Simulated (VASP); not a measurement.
Level of theory: PBE GGA, VASP's PBE PAW potentials (set 64) (plane waves; VASP 6.6.1).

A VASP calculation is set up with these files.

INCAR:
```
ALGO = Normal
EDIFF = 1E-6
ENCUT = 500
GGA = PE
ICHARG = 11
ISMEAR = 0
LASPH = .TRUE.
LCHARG = .FALSE.
LMAXMIX = 4
LREAL = .FALSE.
LWAVE = .FALSE.
NELM = 100
PREC = Accurate
SIGMA = 0.05
SYSTEM = GaN
```

File KPOINTS:
```
k-points along high-symmetry lines
15
Line-mode
Reciprocal
  0.000000   0.000000   0.000000 ! GAMMA
 -0.500000  -0.500000   0.000000 ! X

 -0.500000  -0.500000   0.000000 ! X
 -0.375000  -0.375000   0.250000 ! U

 -0.375000   0.000000   0.375000 ! K
  0.000000   0.000000   0.000000 ! GAMMA

  0.000000   0.000000   0.000000 ! GAMMA
  0.000000   0.000000   0.500000 ! L

  0.000000   0.000000   0.500000 ! L
 -0.500000  -0.250000   0.250000 ! W

 -0.500000  -0.250000   0.250000 ! W
 -0.500000  -0.500000   0.000000 ! X
```

File POSCAR:
```
GaN
1
    0.0000000000     2.2741393385     2.2741393385
    2.2741393385     0.0000000000     2.2741393385
    2.2741393385     2.2741393385     0.0000000000
Ga N
1 1
Direct
  0.0000000000   0.0000000000   0.0000000000
  0.7500000000   0.7500000000   0.7500000000
```

POTCAR, in this order: Ga_d N (PBE.64 set). Program: vasp_std. Read from the step before: CHGCAR.

What VASP printed:

File OSZICAR:
```
       N       E                     dE             d eps       ncg     rms          rms(c)
DAV:   1     0.859423032044E+02    0.85942E+02   -0.96694E+03  2475   0.244E+03
DAV:   2    -0.422700318930E+01   -0.90169E+02   -0.85174E+02  2655   0.356E+02
DAV:   3    -0.108338407773E+02   -0.66068E+01   -0.64975E+01  2660   0.839E+01
DAV:   4    -0.109431903395E+02   -0.10935E+00   -0.10930E+00  2846   0.115E+01
DAV:   5    -0.109447633266E+02   -0.15730E-02   -0.15729E-02  2614   0.119E+00
DAV:   6    -0.109448088511E+02   -0.45525E-04   -0.45524E-04  3108   0.185E-01
DAV:   7    -0.109448097813E+02   -0.93016E-06   -0.93015E-06  2416   0.208E-02
   1 F= -.10944810E+02 E0= -.10944810E+02  d E =-.231196E-16
```

OUTCAR:
```
 val. band max:        4.9882923035   @ k =   0.0000   0.0000   0.0000

 cond. band min:       6.5363112255   @ k =   0.0000   0.0000   0.0000



 k-point     1 :       0.0000    0.0000    0.0000
  band No.  band energies     occupation
      1     -10.7154      2.00000
      2      -8.4342      2.00000
      3      -8.4342      2.00000
      4      -8.4342      2.00000
      5      -8.1413      2.00000
      6      -8.1413      2.00000
      7       4.9883      2.00000
      8       4.9883      2.00000
      9       4.9883      2.00000
     10       6.5363      0.00000
     11      15.1190      0.00000
     12      15.1190      0.00000
     13      15.1190      0.00000

 k-point     2 :      -0.0357   -0.0357    0.0000
  band No.  band energies     occupation
      1     -10.6971      2.00000
      2      -8.4311      2.00000
      3      -8.4311      2.00000
      4      -8.4295      2.00000
      5      -8.1427      2.00000
      6      -8.1404      2.00000
      7       4.7666      2.00000
      8       4.9473      2.00000
      9       4.9473      2.00000
     10       6.7648      0.00000
     11      14.9954      0.00000
     12      15.1610      0.00000
     13      15.1610      0.00000

 k-point     3 :      -0.0714   -0.0714    0.0000
  band No.  band energies     occupation
      1     -10.6435      2.00000
      2      -8.4219      2.00000
      3      -8.4219      2.00000
      4      -8.4147      2.00000
      5      -8.1465      2.00000
      6      -8.1377      2.00000
      7       4.2979      2.00000
      8       4.8282      2.00000
      9       4.8282      2.00000
     10       7.2501      0.00000
     11      14.6596      0.00000
     12      15.2841      0.00000
     13      15.2841      0.00000

 k-point     4 :      -0.1071   -0.1071    0.0000
  band No.  band energies     occupation
      1     -10.5585      2.00000
      2      -8.4069      2.00000
      3      -8.4069      2.00000
      4      -8.3878      2.00000
...
```

The density is held fixed in this step, so its total energy and stress have no physical meaning.

The structure comes from a computed database's GaN entry (F-43m); how it stands against other phases isn't given here. It was relaxed first.
